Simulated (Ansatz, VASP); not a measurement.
# Be2Cd2S in VASP and in Ansatz

```
Be Cd S
1.0
     3.40722    0.00000    0.00000
     0.00000    3.35625    0.00000
    -0.06082    0.00000    7.83477
Be Cd S
2 2 1
Direct
  0.49781 0.50000 0.74410
  0.99816 0.00000 0.74716
  0.50239 0.00000 0.99085
  0.00637 0.50000 0.21380
  0.99527 0.50000 0.58429
```

Change from the starting cell: the structure that the rattled cell fell into.

Alike in both runs: task single point; functional PBE; k mesh 6 × 6 × 2; occupations gaussian, width 0.1 eV; no spin polarisation.

|  | VASP | Ansatz |
| --- | --- | --- |
| version | VASP 6.6.1 | Ansatz 0.2.0 |
| potentials or method | VASP PAW PBE potentials, release 64 (Be, Cd, S) | scalar-relativistic, plane waves, PAW |
| plane-wave cutoff (eV) | 520 | 420 |
| valence electrons in the cell | 34 | 50 |

Ansatz gave:

* gap on the k mesh at the Fermi level (eV): none
* pressure (GPa): 0.2
* largest component of the traceless stress (GPa): 0.72
* rms of the force components (eV/Å): 0.024

Question: Which values does VASP return?

Answer: gap on the k mesh at the Fermi level (eV): none; pressure (GPa): 0.4; largest component of the traceless stress (GPa): 0.75; rms of the force components (eV/Å): 0.024.

Atom by atom the forces differ by 0.005 eV/Å (rms over components). A gap of «none» marks a metal or a gap that the smearing closes. The two sets of potentials don't hold the same shells in valence.

Caveats: the k mesh is coarse (spacing up to 0.40 Å⁻¹), so the values aren't converged.
